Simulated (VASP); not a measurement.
Computed with PBE GGA, VASP's PBE PAW potentials (set 64) (plane waves; VASP).

VASP input:

KPOINTS:
```
Regular mesh
0
gamma
 6 6 6
```

File POSCAR:
```
PbTe
1
    0.0000000000     3.2300000000     3.2300000000
    3.2300000000     0.0000000000     3.2300000000
    3.2300000000     3.2300000000     0.0000000000
Te Pb
1 1
Direct
  0.5000000000   0.5000000000   0.5000000000
  0.0000000000   0.0000000000   0.0000000000
```

INCAR:
```
SYSTEM = PbTe
PREC = Accurate; ENCUT = 400; LREAL = .False.
LASPH = .True.
EDIFF = 1E-6; NELM = 100; ALGO = Normal
LMAXMIX = 4
ISMEAR = 0; SIGMA = 0.05
GGA = PE
ISIF = 2
LWAVE = .False.; LCHARG = .False.
```

POTCAR, in this order: Te Pb_d (PBE.64 set). Program: vasp_std.

The resulting files:

**OSZICAR**
```
       N       E                     dE             d eps       ncg     rms          rms(c)
DAV:   1     0.137345856562E+03    0.13735E+03   -0.79747E+03   448   0.114E+03
DAV:   2     0.242382815988E+01   -0.13492E+03   -0.13217E+03   466   0.308E+02
DAV:   3    -0.738276611677E+01   -0.98066E+01   -0.97578E+01   610   0.914E+01
DAV:   4    -0.761497801695E+01   -0.23221E+00   -0.23216E+00   536   0.176E+01
DAV:   5    -0.762239390610E+01   -0.74159E-02   -0.74158E-02   624   0.264E+00    0.338E+00
DAV:   6    -0.750288437856E+01    0.11951E+00   -0.28368E-01   592   0.436E+00    0.210E+00
DAV:   7    -0.749956037874E+01    0.33240E-02   -0.89018E-02   560   0.170E+00    0.933E-01
DAV:   8    -0.750125520181E+01   -0.16948E-02   -0.97685E-03   502   0.117E+00    0.143E-01
DAV:   9    -0.750123164844E+01    0.23553E-04   -0.96760E-04   664   0.377E-01    0.563E-02
DAV:  10    -0.750127824993E+01   -0.46601E-04   -0.11657E-04   454   0.851E-02    0.213E-02
DAV:  11    -0.750128554656E+01   -0.72966E-05   -0.30309E-05   554   0.492E-02    0.119E-02
DAV:  12    -0.750128551651E+01    0.30053E-07   -0.19381E-06   498   0.123E-02
   1 F= -.75012855E+01 E0= -.75012855E+01  d E =-.626637E-13
```

File OUTCAR:
```
------------------------ aborting loop because EDIFF is reached ----------------------------------------
  FORCE on cell =-STRESS in cart. coord.  units (eV):
  Direction    XX          YY          ZZ          XY          YZ          ZX
  --------------------------------------------------------------------------------------
  Total        0.8922408      0.8922408      0.8922408     -0.0000000     -0.0000000     -0.0000000
  in kB       21.2107039     21.2107039     21.2107039     -0.0000000     -0.0000000     -0.0000000
  external PRESSURE =      21.2107039 kB  Pullay stress =       0.0000000 kB
  volume of cell :       67.40
      direct lattice vectors                 reciprocal lattice vectors
     0.000000000  3.230000000  3.230000000    -0.154798762  0.154798762  0.154798762
     3.230000000  0.000000000  3.230000000     0.154798762 -0.154798762  0.154798762
     3.230000000  3.230000000  0.000000000     0.154798762  0.154798762 -0.154798762
  FREE ENERGIE OF THE ION-ELECTRON SYSTEM (eV)
  ---------------------------------------------------
  free  energy   TOTEN  =        -7.5012855165 eV

  energy  without entropy=       -7.5012855165  energy(sigma->0) =       -7.50128552
```
(Selected blocks of OUTCAR.)

The compound is PbTe in the rock salt structure. The cell was not relaxed at this level.
